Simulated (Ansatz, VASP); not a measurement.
# InGaAsP: VASP beside Ansatz, part 2 of 2

Wanted: the spread between two codes on one cell, functional and k mesh. The cell is invented: As first built, before any earlier steps moved the atoms (in the runner's words): it takes the InGaAs2 structure with some of its atoms replaced by other elements, volume scaled by an estimate. It may not be a known or stable phase. The cell is taken from a series of VASP runs on this material, whose earlier steps may have relaxed, scaled or displaced it; both programs get it as it stands.

VASP 6.6.1 and Ansatz 0.2.0.

So far. Step 2 (VASP: band structure, PBEsol): The run ends at a pressure of 0.03 GPa, with forces up to 0.0082 eV/Å.

## (4) Side by side

Known differences besides the potentials themselves: the data sets hold 46 valence electrons in Ansatz (default PAW (the set named soft_2) files) and 36 in VASP; the cutoff is 420 eV in Ansatz and 400 eV in VASP; Ansatz makes its cores anew for this functional, VASP keeps those of its PBE data sets; VASP leaves aspherical gradient terms in its spheres out (LASPH is not set), Ansatz keeps them. Total energies have different zeros and are not compared.

The two programs side by side:

```csv
quantity,Ansatz,VASP,difference
pressure (GPa),0.06,0.03,+0.03
```

At this near-relaxed geometry the largest component of a force difference is 13 meV/Å. Levels from 3 eV below to 2 eV above the Fermi level differ by 7 meV r.m.s. and 10 meV at most; each VASP level is matched to the nearest of Ansatz, which flatters the figure a little. Ansatz's pressure holds a Pulay correction of 0.03 GPa; VASP's holds none.

## (5) VASP: band structure, PBEsol, spin-orbit coupling

With cell and atoms fixed, the geometry can't cause a difference; cores, projectors, grids and the points listed under the comparison can.

The input, INCAR:

```
SYSTEM = InGaAsP
PREC = Accurate
ENCUT = 400
EDIFF = 1E-06
NELM = 100
ISMEAR = 0
SIGMA = 0.05
LREAL = .FALSE.
ALGO = Normal
GGA = PS
LNONCOLLINEAR = .TRUE.
MAGMOM = 0 0 0 0 0 0 0 0 0 0 0 0
NBANDS = 48
GGA_COMPAT = .FALSE.
LASPH = .TRUE.
LSORBIT = .TRUE.
LORBIT = 11
LWAVE = .FALSE.
LCHARG = .FALSE.
KPAR = 2
```

The input, POSCAR:

```
InGaAsP
1.0
    2.0348332696      1.1748108590      6.6989738757
   -2.0348332696      1.1748108590      6.6989738757
    0.0000000000     -2.3496226582      6.6989738711
In As Ga P
1 1 1 1
Direct
    0.6216017006      0.6216017006      0.6216017006
    0.0059138282      0.0059138282      0.0059138282
    0.1273576380      0.1273576380      0.1273576380
    0.4951278330      0.4951278330      0.4951278330
```

The input, KPOINTS:

```
Automatic mesh
0
Gamma
5 5 5
0 0 0
```

The input, KPOINTS_OPT:

```
Line mode
16
Line-mode
Reciprocal
  0.00000000   0.00000000   0.00000000 GAMMA
  0.50000000   0.00000000   0.00000000 L

  0.50000000   0.00000000   0.00000000 L
  0.50000000   0.18717018  -0.18717018 B1

  0.81282982   0.50000000   0.18717018 B
  0.50000000   0.50000000   0.50000000 Z

  0.50000000   0.50000000   0.50000000 Z
  0.00000000   0.00000000   0.00000000 GAMMA

  0.00000000   0.00000000   0.00000000 GAMMA
  0.34358509   0.00000000  -0.34358509 X

  0.65641491   0.34358509   0.00000000 Q
  0.50000000   0.50000000   0.00000000 F

  0.50000000   0.50000000   0.00000000 F
  0.65641491   0.65641491   0.18717018 P1

  0.65641491   0.65641491   0.18717018 P1
  0.50000000   0.50000000   0.50000000 Z

  0.50000000   0.00000000   0.00000000 L
  0.81282982   0.34358509   0.34358509 P
```

PAW data sets: In_d, As, Ga_d and P (PBE family, release 64).

The run is started by

```sh
mpirun -np 2 vasp_ncl
```

Numbers of over 12 decimals in the logs are rounded to 6 here.

Log:

```text
[banner, memory and clock lines left out]
running    2 mpi-ranks, on    1 nodes
[...]
[... a notice as in an earlier step ...]

 LDA part: xc-table for (Slater+PW92), standard interpolation
 POSCAR, INCAR and KPOINTS ok, starting setup
[...]
entering main loop
       N       E                     dE             d eps       ncg     rms          rms(c)
DAV:   1     0.308646749713E+03    0.30865E+03   -0.13978E+04  3552   0.165E+03
DAV:   2     0.310116613437E+02   -0.27764E+03   -0.26612E+03  3480   0.480E+02
DAV:   3    -0.157767903002E+02   -0.46788E+02   -0.45560E+02  3976   0.178E+02
DAV:   4    -0.185914211706E+02   -0.28146E+01   -0.27996E+01  4296   0.436E+01
[...]
DAV:  12    -0.180836463290E+02   -0.19041E-04   -0.64037E-05  5128   0.697E-02    0.268E-02
DAV:  13    -0.180836471546E+02   -0.82567E-06   -0.10896E-05  4384   0.246E-02    0.105E-02
DAV:  14    -0.180836476995E+02   -0.54481E-06   -0.13963E-06  3328   0.115E-02
   1 F= -.18083648E+02 E0= -.18083545E+02  d E =-.206143E-03  mag=    -0.0000    -0.0000     0.0000
 Start KPOINTS_OPT (optional k-point list driver)
k-point batch [1-35\144]
       N       E                     dE             ncg
DAV:   1     0.417043032398E+04   -0.21178E+05     3552
DAV:   2    -0.559353183292E+04   -0.97640E+04     3504
DAV:   3    -0.721970967886E+04   -0.16262E+04     3888
DAV:   4    -0.731420343999E+04   -0.94494E+02     4344
[...]
DAV:   8    -0.731728717939E+04   -0.10845E-03     5248
DAV:   9    -0.731728718520E+04   -0.58141E-05     3840
DAV:  10    -0.731728718565E+04   -0.44574E-06     2616
[...]
k-point batch [141-144\144]
       N       E                     dE             ncg
DAV:   1     0.226675182182E+05   -0.33368E+04      400
DAV:   2     0.215740892633E+05   -0.10934E+04      408
DAV:   3     0.214004930933E+05   -0.17360E+03      448
DAV:   4     0.213906855057E+05   -0.98076E+01      472
DAV:   5     0.213902909477E+05   -0.39456E+00      544
DAV:   6     0.213902786800E+05   -0.12268E-01      576
DAV:   7     0.213902781312E+05   -0.54884E-03      616
DAV:   8     0.213902781193E+05   -0.11909E-04      584
DAV:   9     0.213902781188E+05   -0.47680E-06      384
```

Parts of OUTCAR (step 5):

```text
  Total        0.0826083      0.0826083      0.0018158      0.0000000      0.0000000      0.0000000
  in kB        1.3774571      1.3774562      0.0302780      0.0000000      0.0000000      0.0000000
  external PRESSURE =       0.9283971 kB  Pullay stress =       0.0000000 kB

 POSITION                                       TOTAL-FORCE (eV/Angst)
 -----------------------------------------------------------------------------------
      0.00000     -0.00000     12.49228         0.000000      0.000000     -0.022476
      0.00000     -0.00000      0.11885         0.000000     -0.000000      0.008413
      0.00000     -0.00000      2.55950         0.000000     -0.000000      0.009123
      0.00000     -0.00000      9.95055         0.000000     -0.000000      0.004940
 -----------------------------------------------------------------------------------
    total drift:                               -0.000000     -0.000032     -0.001225

  FREE ENERGIE OF THE ION-ELECTRON SYSTEM (eV)
  ---------------------------------------------------
  free  energy   TOTEN  =       -18.0836476995 eV

  energy  without entropy=      -18.0834415560  energy(sigma->0) =      -18.08354463

 magnetization (x)
# of ion       s       p       d       tot
------------------------------------------
    1        0.000   0.000   0.000   0.000
    2        0.000   0.000   0.000   0.000
    3        0.000   0.000   0.000   0.000
    4        0.000   0.000   0.000   0.000
--------------------------------------------------
tot          0.000   0.000   0.000   0.000

 magnetization (y)
# of ion       s       p       d       tot
------------------------------------------
    1        0.000   0.000  -0.000   0.000
    2        0.000   0.000   0.000   0.000
    3        0.000  -0.000   0.000  -0.000
    4        0.000   0.000   0.000   0.000
--------------------------------------------------
tot          0.000   0.000   0.000   0.000

 magnetization (z)
# of ion       s       p       d       tot
------------------------------------------
    1        0.000   0.000   0.000   0.000
    2        0.000   0.000   0.000   0.000
    3        0.000   0.000   0.000   0.000
    4        0.000   0.000   0.000   0.000
--------------------------------------------------
tot          0.000   0.000   0.000   0.000

[... 1 part as in an earlier step ...]

[... 2 further parts left out ...]
[key lines of the parts left out:]
E-fermi :   4.7880
```

The run ends at a pressure of 0.09 GPa, with forces up to 0.022 eV/Å.

## (6) Ansatz: band structure, PBEsol, spin-orbit coupling

The same cell, functional, mesh and smearing now go to Ansatz, which takes its cutoff from its data sets.

The cell is taken from a series of VASP runs on this material, whose earlier steps may have relaxed, scaled or displaced it; both programs get it as it stands.

The input, input.yaml:

```yaml
crystal:
  lattice:
    - [2.0348332696, 1.174810859, 6.6989738757]
    - [-2.0348332696, 1.174810859, 6.6989738757]
    - [0.0, -2.3496226582, 6.6989738711]
  atoms:
    - { symbol: In, position: [0.6216017006, 0.6216017006, 0.6216017006] }
    - { symbol: As, position: [0.0059138282, 0.0059138282, 0.0059138282] }
    - { symbol: Ga, position: [0.127357638, 0.127357638, 0.127357638] }
    - { symbol: P, position: [0.495127833, 0.495127833, 0.495127833] }
hamiltonian:
  xc: pbesol
  pseudopotentials: { kind: paw_fr }
magnetization:
  noncollinear: true
  spin_orbit: true
kpoints:
  mp_grid: { grid: [5, 5, 5] }
  band_path:
    path:
      - [0.0, 0.0, 0.0]
      - [0.13333, 0.0, 0.0]
      - [0.3, 0.0, 0.0]
      - [0.46667, 0.0, 0.0]
      - [0.5, 0.03743, -0.03743]
      - [0.5, 0.09982, -0.09982]
      - [0.5, 0.16221, -0.16221]
      - [0.77112, 0.5, 0.22888]
      - [0.66684, 0.5, 0.33316]
      - [0.56257, 0.5, 0.43743]
      - [0.46667, 0.46667, 0.46667]
      - [0.3, 0.3, 0.3]
      - [0.13333, 0.13333, 0.13333]
      - [0.0, 0.0, 0.0]
      - [0.11453, 0.0, -0.11453]
      - [0.20615, 0.0, -0.20615]
      - [0.32068, 0.0, -0.32068]
      - [0.62513, 0.37487, 0.0]
      - [0.57299, 0.42701, 0.0]
      - [0.52086, 0.47914, 0.0]
      - [0.52086, 0.52086, 0.02496]
      - [0.57299, 0.57299, 0.08735]
      - [0.62513, 0.62513, 0.14974]
      - [0.64599, 0.64599, 0.20803]
      - [0.59385, 0.59385, 0.3123]
      - [0.54171, 0.54171, 0.41658]
      - [0.5, 0.0, 0.0]
      - [0.60428, 0.11453, 0.11453]
      - [0.70855, 0.22906, 0.22906]
      - [0.81283, 0.34359, 0.34359]
    npoints: 1
scf:
  occupations: { method: gaussian, width: 0.05 }
  n_extra_bands: 16
output:
  forces: true
  stress: true
  eigenvalues: true
```

The run is started by

```sh
ansatz run input.yaml --threads 2 --pin off --max-ram 4608MiB --backend cpu --events-out ev --progress --plain --runs-dir out
```

Log:

```text
[...]
non-collinear run that drives no moment, with spin-orbit: no starting moment large enough to seed its density (crystal.atoms[].spin), no starting occupations that ask for one, no magnetisation constraint and no magnetic field, so the semilocal B_xc is pinned to zero
Crystal: 4 atoms, lattice volume = 96.085 Å³
[...]
k-point 0: bands = [... 42 lower, 7.5418, 7.5418, 7.6342, 7.6342, 7.7718, 7.7718, 8.8282, 8.8282, ... 12 higher]
  k-point 1: bands = [... 42 lower, 6.5843, 6.6445, 6.9428, 6.9466, 9.2214, 9.2289, 10.1133, 10.1572, ... 12 higher]
  k-point 2: bands = [... 42 lower, 5.1355, 5.1355, 6.1118, 6.1129, 9.1234, 9.1254, 10.3129, 10.3344, ... 12 higher]
  k-point 18: bands = [... 42 lower, 5.8805, 5.9024, 6.9580, 6.9681, 9.3021, 9.3056, 10.3425, 10.3652, ... 12 higher]
[key lines of the parts left out:]
SCF converged after 9 iterations
Magnetization: |M| = 0.0000 μB,  M = (+0.0000, +0.0000, +0.0000) μB
Free energy (F): -14824.589146 eV
Fermi energy:    7.725034 eV
P = ⅓ Tr σ = 0.0932 GPa (0.932 kbar)
```

Run time: 23 s. Hardware: 2 threads of Intel Xeon Platinum 8259CL at 2.50GHz (Skylake/Cascade Lake), shared host; peak memory 0.88 GiB; 45 s of CPU time.

## (7) Comparison

What differs besides the data sets and the points named for the pairs above, as far as they apply: spin-orbit coupling enters by fully relativistic files in Ansatz and inside the spheres in VASP; the data sets hold 46 valence electrons in Ansatz (fully relativistic PAW (standard-fr) files) and 36 in VASP. Total energies have different zeros and are not compared.

Both answers:

```
      quantity  Ansatz  VASP  difference
pressure (GPa)    0.09  0.09        0.00
```

At this near-relaxed geometry the largest component of a force difference is 13 meV/Å. Levels from 3 eV below to 2 eV above the Fermi level differ by 4 meV r.m.s. and 8 meV at most; each VASP level is matched to the nearest of Ansatz, which flatters the figure a little. Ansatz's pressure holds a Pulay correction of 0.03 GPa; VASP's holds none.

## (8) Summary of results

```
r.m.s. difference of levels near the Fermi level (band structure, PBEsol)                      : 7.2 meV
r.m.s. difference of levels near the Fermi level (band structure, PBEsol, spin-orbit coupling) : 4.3 meV
```

In words: The r.m.s. difference of levels near the Fermi level is 7.2 meV (band structure, PBEsol), within the 80 meV picked in this series as the mark of a large difference. Such differences can come from data sets, numerical settings and the points named under the comparisons, not from the functional's error against experiment.

[Lines on the potential files, build, host, timing and source positions are cut from VASP's logs without a mark.]

[Logs are printed without paths, hosts, clocks, repeated set-up lines and the standing remarks that a program may print on its own settings, such as how far it seeks lower states.]

[Hosts, paths, dates, database ids (printed as entryN), source tags and the programs' standing remarks are cut or masked in the printed files.]
